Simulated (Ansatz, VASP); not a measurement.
# SrTl in two plane-wave programs

Aim: how closely do two programs agree when they are given the same cell, functional and k mesh? The cell is taken from a series of runs on this material, whose earlier steps may have relaxed, scaled, displaced or heated it; both programs get it as it stands.

Main program and level: Ansatz 0.2.0; plane waves, with VASP 6.6.1 beside it; relaxation of cell and atoms at PBEsol.

## (1) Set-up

Symmetry: Pm-3m, No. 221, cubic system. Conventional cell: a = 4.032 Å, b = 4.032 Å, c = 4.032 Å, α = 90.00°, β = 90.00°, γ = 90.00°. Nearest to Sr lie 8 Tl at 3.49 Å. Nearest to Tl lie 8 Sr at 3.49 Å. Farther neighbours are not listed.

## (2) Ansatz: relaxation of cell and atoms, PBEsol, pair 1

Ansatz runs on its PAW soft_1 files.

The relaxed volume is the usual yardstick between codes: in a stiff, nearly cubic crystal its relative difference is about their pressure difference at one cell divided by the bulk modulus.

input.yaml reads:

```yaml
crystal:
  lattice:
    - [4.032, 0.0, 0.0]
    - [0.0, 4.032, 0.0]
    - [0.0, 0.0, 4.032]
  atoms:
    - { symbol: Sr, position: [0.0, 0.0, 0.0] }
    - { symbol: Tl, position: [0.5, 0.5, 0.5] }
kpoints:
  mp_grid: { grid: [10, 10, 10] }
hamiltonian:
  xc: pbesol
  pseudopotentials: { kind: paw, azcp: { folder: soft_1 }, xc_functional: pbe }
scf:
  occupations: { method: gaussian, width: 0.1 }
output:
  forces: true
  stress: true
  eigenvalues: true
relax:
  adjacent_minimum: "off"
  f_tol: 0.005
  max_steps: 80
  cell: { stress_tol: 0.05 }
```

Run with:

```console
ansatz run input.yaml --threads 4 --pin off --max-ram 10240MiB --backend cpu --events-out ev --progress --plain --runs-dir out
```

Numbers of over 12 decimals in the logs are rounded to 6 here.

The program printed:

```text
Engine: ansatz 0.2.0, aarch64-unknown-linux-gnu
Pseudopotentials: kind: paw
Pseudopotential: Sr, paw, valence charge 10, recommended cutoff 420 eV (normal), soft_1/Sr.paw.azcp
Pseudopotential: Tl, paw, valence charge 13, recommended cutoff 420 eV (normal), soft_1/Tl.paw.azcp
Functional definition: PBEsol
  exchange = pbesol_x
  correlation = pbesol_c
Crystal: 2 atoms, lattice volume = 65.548 Å³
Basis set: ecut = 420 eV, 1309 PW (Γ), exchange–correlation on 54×54×54 points (8 copies of the dense FFT grid, shifted against one another)
Bands: 16, of which v1, the nominal top of the filled ones, is band 12 counted from 1 (11 counted from 0)
Symmetry: 48 space group operations
Space group: Pm-3m (ITA 221), of the structure as read, at distance tolerance 4.0e-5 Å
k-points: 56 of 1000
Non-local potential: Sr, projectors of the file, l = 0: 3, l = 1: 2, l = 2: 2
Non-local potential: Tl, projectors of the file, l = 0: 2, l = 1: 2, l = 2: 2, l = 3: 1
PAW form: soft (Blöchl's): semilocal exchange-correlation on the pseudo side does not see the compensation charge
PAW frozen core: Sr, regenerated for the run's functional, and the local potential with it (the file was generated under x = pbe(κ = 0.804, μ = 0.219515), c = pbe(β = 0.066725))
PAW frozen core: Tl, regenerated for the run's functional, and the local potential with it (the file was generated under x = pbe(κ = 0.804, μ = 0.219515), c = pbe(β = 0.066725))
PAW one-centre angular grid: Sr, 110 points (default); XC on 64 Gauss nodes
PAW one-centre angular grid: Tl, 590 points (default); XC on 64 Gauss nodes
Initial density: superposition of atomic densities (chi_scale 0.1, normalization cell, long waves kept (reshape's long-wave potential 0.00 eV rms))
Initial wavefunctions: pseudopotential atomic-orbital guess
Functional: x = pbesol(κ = 0.804, μ = 0.123457), c = pbesol(β = 0.046)
SCF iter   1: F=—  HF=-14791.351304 eV  |F-HF|=—  |Δ(HF+E_count)|=         —  Δρ=3.30e-2  dr2=1.27e0  ethr=3.10e-3  ⟨swp⟩=8.1  Hψ=5842  notcnv=0
preconditioner: auto → Resta (q_TF=auto, 2.291 Å⁻¹)  ε∞=3.6  [insulator: Δε(μ)=0.136 eV  Ē_g=13.126 eV  σ=0.100 eV  W_gap=0.65  n_scr=18 (ndim 8)  ℏωp=21.0 eV  f_vac=0.000  D(μ)=0.55/eV (n_scr^D=0)  ε∞_Penn≈3.6]
SCF iter   2: F=—  HF=-14790.901063 eV  |F-HF|=—  |Δ(HF+E_count)|=   4.50e-1  Δρ=1.15e-2  dr2=1.45e-1  ethr=3.10e-3  ⟨swp⟩=2.6  Hψ=2047  notcnv=0  defer=17
preconditioner: auto → Kerker (q_TF=auto, 2.291 Å⁻¹)  [metal: Δε(μ)=0.025 eV  Ē_g=13.717 eV  σ=0.100 eV  W_gap=0.14  n_scr=18 (ndim 8)  ℏωp=21.0 eV  f_vac=0.000  D(μ)=0.40/eV (n_scr^D=0)]
SCF iter   3: F=—  HF=-14790.857632 eV  |F-HF|=—  |Δ(HF+E_count)|=   4.34e-2  Δρ=4.27e-3  dr2=1.16e-2  ethr=6.31e-4  ⟨swp⟩=2.9  Hψ=1676  notcnv=0  defer=18
SCF iter   4: F=—  HF=-14790.855421 eV  |F-HF|=—  |Δ(HF+E_count)|=   2.21e-3  Δρ=6.44e-4  dr2=2.13e-4  ethr=5.04e-5  ⟨swp⟩=2.9  Hψ=1467  notcnv=0  defer=18
SCF iter   5: F=—  HF=-14790.855549 eV  |F-HF|=—  |Δ(HF+E_count)|=   1.28e-4  Δρ=1.24e-4  dr2=1.42e-5  ethr=9.27e-7  ⟨swp⟩=2.2  Hψ=1107  notcnv=0  defer=18
SCF iter   6: F=—  HF=-14790.855553 eV  |F-HF|=—  |Δ(HF+E_count)|=   4.37e-6  Δρ=2.98e-5  dr2=1.02e-6  ethr=6.20e-8  ⟨swp⟩=2.0  Hψ=1439  notcnv=0  defer=18
SCF iter   7: F=-14790.855553 eV  HF=-14790.855553 eV  |F-HF|=5.44e-8  |Δ(HF+E_count)|=   5.73e-8  Δρ=8.92e-6  dr2=9.34e-8  ethr=4.35e-10  ⟨swp⟩=8.9  Hψ=5070  notcnv=0
SCF 1 converged in 7 iterations: F = -14790.855553 eV  dr2 = 9.34e-8
  greatest PAW one-centre occupation: 0.987 electrons in one spin orbital (limit 2), on the Sr atom at site 0 (counted from 0), in its partial waves of l = 0
relax step   1: F+E_penalty+E_count = -14790.85555316 eV  Δ(F+E_penalty+E_count) = +0.000e0 eV  max|allowed force component| = 2.664e-28 eV/Å  Δτ_max = 0.0000 Å  P = -0.226 GPa  Ω = 65.548 Å³  (7 SCF iters, dr2 threshold 1.00e-7 eV, accepted)
[...]
relax step   2: F+E_penalty+E_count = -14790.85590531 eV  Δ(F+E_penalty+E_count) = -3.522e-4 eV  max|allowed force component| = 4.627e-29 eV/Å  Δτ_max = 0.0000 Å  P = -0.061 GPa  Ω = 65.179 Å³  energy of the carried Pulay correction = +1.998e-5 eV  (4 SCF iters, dr2 threshold 1.28e-7 eV, accepted)
[...]
relax step   3: F+E_penalty+E_count = -14790.85593758 eV  Δ(F+E_penalty+E_count) = -3.227e-5 eV  max|allowed force component| = 3.772e-29 eV/Å  Δτ_max = 0.0000 Å  P = +0.001 GPa  Ω = 65.045 Å³  energy of the carried Pulay correction = +2.727e-5 eV  (4 SCF iters, dr2 threshold 9.20e-9 eV, accepted)
[...]
relax step   4: F+E_penalty+E_count = -14790.85591046 eV  Δ(F+E_penalty+E_count) = +2.712e-5 eV  max|allowed force component| = 2.503e-29 eV/Å  Δτ_max = 0.0000 Å  P = +0.001 GPa  Ω = 65.045 Å³  stress off target by 9.32e-4 GPa  SCF on the basis re-selected at this cell (its energy is not comparable with the rows above)  (5 SCF iters)
basis re-selected at this cell: Δ(F+E_penalty+E_count) = +2.712e-5 eV, ΔP = -0.000 GPa vs the last step (what re-selecting the basis moved, of the pressure what is left beyond the Pulay correction that the steps carried, after the strain that the cell walked since its last selection, with what the two solves' SCF thresholds leave and, on support functions, any second-order correction that the steps lacked; it is no m [...]
SCF converged after 5 iterations
Free energy (F): -14790.855910 eV
Harris-Foulkes:  -14790.855910 eV  (|F-HF|=5.46e-12)
Internal energy: -14790.854110 eV  (E = F + TS)
E sigma→0 (E₀):  -14790.855010 eV
Entropy (-TS):   -0.001801 eV (-0.900 meV/atom)
Fermi energy:    9.116273 eV
--- Per-component energies (eV) ---
  E_band       = -97.860791
  E_kinetic    = 499.849070
  E_local      = -1545.192143  (includes V_loc(G=0)·N_el)
  E_nonlocal   = 550.164412
  E_hartree    = 480.007289
  E_xc         = -357.854458
  E_vxc        = -278.600560  (∫ρ·V_xc dr)
  E_paw        = -12678.332963  (= ΣΔE_a)
  E_vpaw       = -284.096101  (= ΣTr[D̂ρ^β])
  E_aug_tail   = -0.000058  (compensation charges beyond the density's cutoff)
  E_ewald      = -1739.667939
  E_core_change = 0.172681  (= ΣΔE_core)
  E_smearing   = -0.001801  (= −TS)
  E_closure    = 0.000000  (closes the sum)
  Σ components = -14790.855910   (vs F -14790.855910, Δ=0.00e0)
--- Forces (eV/Å), atoms counted from 1 ---
  atom   1  Sr     0.00000000    -0.00000000    -0.00000000
  atom   2  Tl     0.00000000    -0.00000000     0.00000000
  max |Σ_I F_I| component: 5.09e-29 eV/Å
--- Stress (GPa, compression-positive) ---
        0.000932      -0.000000      -0.000000
       -0.000000       0.000932       0.000000
       -0.000000       0.000000       0.000932
  P = ⅓ Tr σ = 0.0009 GPa (0.009 kbar)
--- Band table (eV; the first three rows and the last of 56) ---
  k-point 0: bands = [... 8 lower, -2.2129, 1.1636, 10.3280, 10.3280, 11.9881, 11.9881, 11.9881, 13.5593]
  k-point 1: bands = [... 8 lower, -2.2120, 1.2661, 9.9073, 10.3583, 11.7027, 11.8061, 11.8061, 14.2290]
  k-point 2: bands = [... 8 lower, -2.2098, 1.5606, 8.7472, 10.4420, 11.4266, 11.4266, 12.0057, 14.2257]
  k-point 55: bands = [... 8 lower, -2.0774, 4.4079, 7.6295, 7.6295, 7.6295, 13.4665, 13.4665, 13.4665]
--- Relaxed structure (3 steps of the walk, 3 accepted, 1 SCFs on fresh bases) ---
  F+E_penalty+E_count = -14790.85591046 eV   max|allowed force component| = 2.503e-29 eV/Å   (the final SCF, on the basis selected at the relaxed cell)
  cell:  # Å, volume = 65.0447 Å³
    - [4.021647, 0, 0]
    - [0, 4.021647, 0.0]
    - [0, 0.0, 4.021647]
  atoms:
    - { symbol: Sr, position: [0, 0, 0] }
    - { symbol: Tl, position: [0.500000, 0.500000, 0.500000] }
```

The column dr2 measures how far the density is from self-consistency, as an energy; F and HF (Harris–Foulkes) agree once it is small.

## (3) VASP: relaxation of cell and atoms, PBEsol, pair 1

The same cell, functional, mesh and smearing now go to VASP, with its own data sets.

Lines of VASP's logs that name or quote its potential files are left out, and so is its time.

INCAR reads:

```
SYSTEM = SrTl
PREC = Accurate
ENCUT = 500
EDIFF = 1E-07
NELM = 120
ISMEAR = 0
SIGMA = 0.1
LREAL = .FALSE.
ALGO = Normal
GGA = PS
NBANDS = 17
LORBIT = 11
LWAVE = .FALSE.
LCHARG = .FALSE.
ISIF = 3
IBRION = 2
NSW = 80
EDIFFG = -0.005
LASPH = .TRUE.
GGA_COMPAT = .FALSE.
NELMIN = 4
KPAR = 2
```

POSCAR reads:

```
SrTl
1.0
    4.0320000000      0.0000000000      0.0000000000
    0.0000000000      4.0320000000      0.0000000000
    0.0000000000      0.0000000000      4.0320000000
Sr Tl
1 1
Direct
    0.0000000000      0.0000000000      0.0000000000
    0.5000000000      0.5000000000      0.5000000000
```

KPOINTS reads:

```
Automatic mesh
0
Gamma
10 10 10
0 0 0
```

PAW data sets: Sr_sv and Tl_d (PBE family, release 64).

Run with:

```console
mpirun -np 2 vasp_std
```

The program printed:

```text
[banner, memory and clock lines left out]
running    2 mpi-ranks, on    1 nodes
 distrk:  each k-point on    1 cores,    2 groups
 distr:  one band on    1 cores,    1 groups

 POSCAR found type information on POSCAR SrTl
 POSCAR found :  2 types and       2 ions
|                                                                             |
|               ----> ADVICE to this user running VASP <----                  |
|                                                                             |
|     You enforced a specific xc type in the INCAR file but a different       |
|     [... a line on the potential file left out ...]
|     I HOPE YOU KNOW WHAT YOU ARE DOING!                                     |
|                                                                             |

 LDA part: xc-table for (Slater+PW92), standard interpolation
 POSCAR, INCAR and KPOINTS ok, starting setup
 FFT: planning ... GRIDC
 FFT: planning ... GRID_SOFT
 FFT: planning ... GRID
 WAVECAR not read
 entering main loop
       N       E                     dE             d eps       ncg     rms          rms(c)
DAV:   1     0.107664177272E+03    0.10766E+03   -0.11475E+04  1904   0.119E+03
DAV:   2    -0.228022101634E+01   -0.10994E+03   -0.10833E+03  2256   0.258E+02
DAV:   3    -0.547275808427E+01   -0.31925E+01   -0.31799E+01  3015   0.354E+01
DAV:   4    -0.551907523196E+01   -0.46317E-01   -0.46296E-01  2438   0.354E+00
DAV:   5    -0.551969027435E+01   -0.61504E-03   -0.61497E-03  2636   0.388E-01    0.174E+01
DAV:   6    -0.543683189675E+01    0.82858E-01   -0.18905E-01  2017   0.314E+00    0.967E+00
DAV:   7    -0.542234448839E+01    0.14487E-01   -0.83246E-02  2100   0.242E+00    0.852E-01
DAV:   8    -0.542065204923E+01    0.16924E-02   -0.15972E-02  2892   0.778E-01    0.120E-01
DAV:   9    -0.542072556649E+01   -0.73517E-04   -0.25241E-04  2163   0.997E-02    0.728E-02
DAV:  10    -0.542076457976E+01   -0.39013E-04   -0.26652E-05  2563   0.405E-02    0.234E-02
DAV:  11    -0.542076490815E+01   -0.32840E-06   -0.11529E-06  2578   0.832E-03    0.525E-03
DAV:  12    -0.542076487901E+01    0.29142E-07   -0.53889E-07  3103   0.339E-03
   1 F= -.54207649E+01 E0= -.54198437E+01  d E =-.542076E+01
 curvature:   0.00 expect dE= 0.000E+00 dE for cont linesearch  0.000E+00
 trial: gam= 0.00000 g(F)=  0.000E+00 g(S)=  0.484E-03 ort = 0.000E+00 (trialstep = 0.100E+01)
 search vector abs. value=  0.484E-03
 bond charge predicted
       N       E                     dE             d eps       ncg     rms          rms(c)
DAV:   1    -0.542856502127E+01   -0.78001E-02   -0.15018E-01  1930   0.304E+00    0.539E-01
DAV:   2    -0.542226622815E+01    0.62988E-02   -0.18047E-02  2349   0.949E-01    0.209E-01
DAV:   3    -0.542098459283E+01    0.12816E-02   -0.34113E-03  2744   0.422E-01    0.129E-01
DAV:   4    -0.542098387617E+01    0.71666E-06   -0.36346E-04  3320   0.832E-02    0.113E-01
DAV:   5    -0.542103450836E+01   -0.50632E-04   -0.12032E-04  3190   0.509E-02    0.255E-02
DAV:   6    -0.542103999629E+01   -0.54879E-05   -0.53069E-06  3076   0.165E-02    0.572E-03
DAV:   7    -0.542104066927E+01   -0.67297E-06   -0.75722E-07  3280   0.568E-03    0.197E-03
DAV:   8    -0.542104061306E+01    0.56201E-07   -0.19828E-08  1081   0.105E-03
   2 F= -.54210406E+01 E0= -.54201334E+01  d E =-.275734E-03
 trial-energy change:   -0.000276  1 .order   -0.000272   -0.000484   -0.000060
 step:   1.1345(harm=  1.1424)  dis= 0.00000  next Energy=    -5.421045 (dE=-0.280E-03)
 bond charge predicted
       N       E                     dE             d eps       ncg     rms          rms(c)
DAV:   1    -0.542118106966E+01   -0.14040E-03   -0.27218E-03  1927   0.410E-01    0.724E-02
DAV:   2    -0.542106629806E+01    0.11477E-03   -0.32621E-04  2360   0.127E-01    0.282E-02
DAV:   3    -0.542104244821E+01    0.23850E-04   -0.62521E-05  2716   0.571E-02    0.179E-02
DAV:   4    -0.542104288772E+01   -0.43951E-06   -0.66208E-06  3295   0.112E-02    0.156E-02
DAV:   5    -0.542104477106E+01   -0.18833E-05   -0.23037E-06  3161   0.709E-03    0.327E-03
DAV:   6    -0.542104510154E+01   -0.33048E-06   -0.76490E-08  1268   0.218E-03    0.703E-04
DAV:   7    -0.542104518948E+01   -0.87935E-07   -0.22945E-08  1001   0.104E-03
   3 F= -.54210452E+01 E0= -.54201397E+01  d E =-.280310E-03
 curvature:  -0.57 expect dE=-0.312E-07 dE for cont linesearch -0.312E-07
 trial: gam=-0.01054 g(F)=  0.851E-65 g(S)=  0.549E-07 ort = 0.515E-05 (trialstep = 0.103E+01)
 search vector abs. value=  0.106E-09
 reached required accuracy - stopping structural energy minimisation
```

OUTCAR, selected parts (step 3):

```text
ion  position               nearest neighbor table
   1  0.000  0.000  0.000-   2 3.49   2 3.49   2 3.49   2 3.49   2 3.49   2 3.49   2 3.49   2 3.49

  LATTYP: Found a simple cubic cell.
 ALAT       =     4.0320000000

 Subroutine GETGRP returns: Found 48 space group operations
 (whereof 48 operations were pure point group operations)

The static configuration has the point symmetry O_h .

 Found     56 irreducible k-points:

   k-points           NKPTS =     56   k-points in BZ     NKDIM =     56   number of bands    NBANDS=     17

   dimension x,y,z NGX =    30 NGY =   30 NGZ =   30
   dimension x,y,z NGXF=    60 NGYF=   60 NGZF=   60

   ENCUT  =  500.0 eV  36.75 Ry    6.06 a.u.   7.35  7.35  7.35*2*pi/ulx,y,z

   NELECT =      23.0000    total number of electrons

 k-points in reciprocal lattice and weights: Automatic mesh
   0.00000000  0.00000000  0.00000000       0.001
   0.10000000  0.00000000  0.00000000       0.006
   0.20000000  0.00000000  0.00000000       0.006
   0.30000000  0.00000000  0.00000000       0.006
   0.40000000  0.00000000  0.00000000       0.006
   0.50000000  0.00000000  0.00000000       0.003
   0.10000000  0.10000000  0.00000000       0.012
   0.20000000  0.10000000  0.00000000       0.024
   0.30000000  0.10000000  0.00000000       0.024
[...]
0.50000000  0.50000000  0.40000000       0.006
   0.50000000  0.50000000  0.50000000       0.001

 average (electrostatic) potential at core
       1 -37.0670       2 -84.9732

 E-fermi :   4.3789

 k-point     1 :       0.0000    0.0000    0.0000
  band No.  band energies     occupation
    ...
      6      -7.0728      2.00000
      7      -6.9497      2.00000
      8      -6.9497      2.00000
      9      -6.9497      2.00000
     10      -3.5751      2.00000
     11       5.5837      0.00000
     12       5.5837      0.00000
     13       7.2640      0.00000
     14       7.2640      0.00000
     15       7.2640      0.00000
    ...

 k-point     2 :       0.1000    0.0000    0.0000
  band No.  band energies     occupation
    ...
      6      -7.0571      2.00000
      7      -6.9518      2.00000
      8      -6.9518      2.00000
      9      -6.9488      2.00000
     10      -3.4729      2.00000
     11       5.1662      0.00000
     12       5.6140      0.00000
     13       6.9688      0.00000
     14       7.0771      0.00000
     15       7.0771      0.00000
    ...

 k-point     3 :       0.2000    0.0000    0.0000
  band No.  band energies     occupation
    ...
      7      -6.9575      2.00000
      8      -6.9575      2.00000
      9      -6.9464      2.00000
     10      -3.1790      2.00000
     11       4.0082      2.00000
     12       5.6975      0.00000
     13       6.6903      0.00000
     14       6.6903      0.00000
     15       7.2684      0.00000
     16       9.4728      0.00000
    ...

  Total       -0.0008707     -0.0008707     -0.0008707      0.0000000      0.0000000     -0.0000000
  in kB       -0.0214269     -0.0214269     -0.0214269      0.0000000      0.0000000     -0.0000000
  external PRESSURE =      -0.0214269 kB  Pullay stress =       0.0000000 kB

  energy-cutoff  :      500.00
  volume of cell :       65.11
      direct lattice vectors                 reciprocal lattice vectors
     4.022977096 -0.000000000 -0.000000000     0.248572134  0.000000000 -0.000000000
    -0.000000000  4.022977096 -0.000000000     0.000000000  0.248572134 -0.000000000
     0.000000000  0.000000000  4.022977096     0.000000000  0.000000000  0.248572134

 POSITION                                       TOTAL-FORCE (eV/Angst)
 -----------------------------------------------------------------------------------
      0.00000      0.00000      0.00000         0.000000      0.000000      0.000000
      2.01149      2.01149      2.01149        -0.000000      0.000000      0.000000
 -----------------------------------------------------------------------------------
    total drift:                                0.000000      0.000000      0.000000

  FREE ENERGIE OF THE ION-ELECTRON SYSTEM (eV)
  ---------------------------------------------------
  free  energy   TOTEN  =        -5.4210451895 eV

  energy  without entropy=       -5.4192341626  energy(sigma->0) =       -5.42013968

 reached required accuracy - stopping structural energy minimisation

 total charge
# of ion       s       p       d       tot
------------------------------------------
    1        2.036   5.725   0.203   7.965
    2        1.110   0.570   9.596  11.276
--------------------------------------------------
tot          3.146   6.295   9.799  19.240

[... 3 further parts left out ...]
```

## (4) Differences

Known differences besides the potentials themselves: the cutoff is 420 eV in Ansatz and 500 eV in VASP; Ansatz makes its cores anew for this functional, VASP keeps those of its PBE data sets; Ansatz adds a Pulay correction to the stress that steers its cell, VASP none. Total energies have different zeros and are not compared.

Compared:

| quantity | Ansatz | VASP | difference |
| --- | --- | --- | --- |
| volume (Å³) | 65.04 | 65.11 | -0.10 % |
| edge a after relaxation, in the typed setting (Å) | 4.022 | 4.023 | -0.03 % |

[end of part 1 of 2]

[Lines on the potential files, build, host, timing and source positions are cut from VASP's logs without a mark.]

[Logs are printed without paths, hosts, clocks, repeated set-up lines and the standing remarks that a program may print on its own settings, such as how far it seeks lower states.]

[Hosts, paths, dates, database ids (printed as entryN), source tags and the programs' standing remarks are cut or masked in the printed files.]
